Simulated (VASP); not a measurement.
Input of a VASP 6.6.1 run:

INCAR

```
SYSTEM = HfIn4SiO6
PREC = Accurate ; ENCUT = 520
EDIFF = 1E-6 ; ISMEAR = -1
SIGMA = 0.05 ; LREAL = .False.
LASPH = .True. ; NELM = 60
ALGO = Fast ; ISIF = 2
LWAVE = .False. ; LCHARG = .False.
GGA = PE ; IVDW = 2
LORBIT = 11 ; KPAR = 4
```

File KPOINTS:

```
regular mesh
0
Gamma
  5 5 4
  0 0 0
```

The input POSCAR:

```
HfIn4SiO6
1.0
    5.6986700000      0.0038100000      0.0155900000
   -0.7050600000      6.1081500000     -0.0057500000
   -2.7371800000     -1.3955700000      6.6307600000
Hf In Si O
1 4 1 6
Direct
    0.1179300000      0.0155600000      0.1329200000
    0.3884200000      0.9990100000      0.7289100000
    0.7586500000      0.0084200000      0.4958600000
    0.2346100000      0.4884100000      0.5330000000
    0.5964900000      0.4821100000      0.2052800000
    0.8677800000      0.4402900000      0.8554400000
    0.5531600000      0.3873800000      0.7929000000
    0.9345400000      0.3848300000      0.6559600000
    0.9841400000      0.2621800000      0.0034700000
    0.9908300000      0.6980600000      0.9845200000
    0.0866500000      0.0649300000      0.3937400000
    0.4868000000      0.1088300000      0.2179900000
```

Potentials or basis: VASP PAW PBE potentials, release 64 (Hf_pv, In_d, Si, O).

Launch:

```sh
$ cat potpaw_PBE.64/Hf_pv/POTCAR potpaw_PBE.64/In_d/POTCAR potpaw_PBE.64/Si/POTCAR potpaw_PBE.64/O/POTCAR > POTCAR
$ mpirun -np 4 vasp_std > vasp.out
```

Problem. What does it give for the Hirshfeld charges?

Solution. Hf +0.72; In +0.24, +0.26, +0.33; Si +0.38; O -0.34, -0.35, -0.37, -0.39, -0.40 e.

Problem. Predict the dispersion energy per atom.

Solution. -0.219 eV.

Problem. Estimate the band gap on the k mesh.

Solution. 0.88 eV, indirect (least direct gap 1.16 eV).

Forces on the atoms (eV/Å):
```
Hf  -0.016 -0.083 -0.074
In   0.025 -0.168 -0.060
In  -0.018 -0.139  0.098
In  -0.015  0.148  0.059
In   0.044  0.186  0.003
Si  -0.015  0.034 -0.010
O   -0.070  0.009 -0.006
O    0.026  0.015 -0.017
O    0.061 -0.142  0.068
O    0.017  0.173  0.071
O    0.043 -0.003 -0.110
O   -0.082 -0.030 -0.021
```

Caveat: spin-orbit coupling is left out, which moves the levels of the heavy elements; an odd mesh through Γ misses points on the zone boundary, where band edges often lie.
